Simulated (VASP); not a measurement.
A run of VASP 6.6.1 is set up as follows.

Contents of INCAR:

```
PREC = Accurate
ENCUT = 600
EDIFF = 1E-6
ISMEAR = 0
SIGMA = 0.05
LREAL = F
LASPH = T
NELM = 100
ALGO = Normal
ISIF = 3
LWAVE = F
LCHARG = F
GGA = PE
IBRION = 2
NSW = 60
EDIFFG = -0.01
```

The input KPOINTS:

```
Automatic mesh
0
Gamma
  6 6 6
```

The input POSCAR:

```
LiWS3
1.0
    4.4028645200      0.0000000000      0.0000000000
    0.0000000000      4.4028645200      0.0000000000
    0.0000000000      0.0000000000      4.4028645200
Li W S
1 1 3
Direct
    0.5000000000      0.5000000000      0.5000000000
    0.0000000000      0.0000000000      0.0000000000
    0.5000000000      0.5000000000      0.0000000000
    0.5000000000      0.0000000000      0.5000000000
    0.0000000000      0.5000000000      0.5000000000
```

Potentials or basis: VASP PAW PBE potentials, release 64 (Li_sv, W_sv, S).

Command:

```sh
$ cat potpaw_PBE.64/Li_sv/POTCAR potpaw_PBE.64/W_sv/POTCAR potpaw_PBE.64/S/POTCAR > POTCAR
$ mpirun -np 1 vasp_std > vasp.out
```

Task: Predict the space group after relaxing (to 0.05 Å).

Result: Pm-3m (No. 221).

Task: Estimate the relaxed cell.

Result: a = 4.244 Å, b = 4.244 Å, c = 4.244 Å, α = 90.00°, β = 90.00°, γ = 90.00°.

Task: What does it give for the band gap on the k mesh?

Result: None (metal or under the smearing width).

Final structure:
```
CELL_PARAMETERS angstrom
4.24379 0.00000 0.00000
0.00000 4.24379 0.00000
0.00000 0.00000 4.24379
ATOMIC_POSITIONS crystal
Li 0.50000 0.50000 0.50000
W 0.00000 0.00000 0.00000
S 0.50000 0.50000 0.00000
S 0.50000 0.00000 0.50000
S 0.00000 0.50000 0.50000
```

 Spin-orbit coupling is left out, which matters for the levels of W.
